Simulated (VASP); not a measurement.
PdC (relaxed from the zinc blende structure, space group F-43m): computed properties

These are PBEsol GGA, VASP's PBE PAW potentials (set 64) (plane waves; VASP) values and carry that method's errors.

For PdC, the space group is F-43m (216). The cell comes out as a = b = c = 4.648 Å, α = β = γ = 90.00° and the volume per atom is 12.55 Å^3/atom. The band gap (over mesh and band path) is none (metal, semimetal or under 0.01 eV). The density comes out as 7.84 g/cm³.

```cif
data_C4Pd4
_chemical_formula_sum 'Pd4 C4'
_space_group_name_H-M_alt 'F-43m'
_space_group_IT_number 216
_space_group_name_Hall 'F -4 2 3'
_cell_length_a 4.64777
_cell_length_b 4.64777
_cell_length_c 4.64777
_cell_angle_alpha 90.000
_cell_angle_beta 90.000
_cell_angle_gamma 90.000
loop_
_atom_site_label
_atom_site_type_symbol
_atom_site_symmetry_multiplicity
_atom_site_Wyckoff_symbol
_atom_site_fract_x
_atom_site_fract_y
_atom_site_fract_z
_atom_site_occupancy
Pd1 Pd 4 a 0.00000 0.00000 0.00000 1
C1 C 4 d 0.75000 0.75000 0.75000 1
```
(The calculation used a cell of 2 atoms; values per cell refer to that cell.)

The structure was generated: PdC was put into the zinc blende type (F-43m), which need not be its known phase. It was relaxed first, which changed the volume by -18 %. Symmetry was kept, so distortions that lower it aren't found.
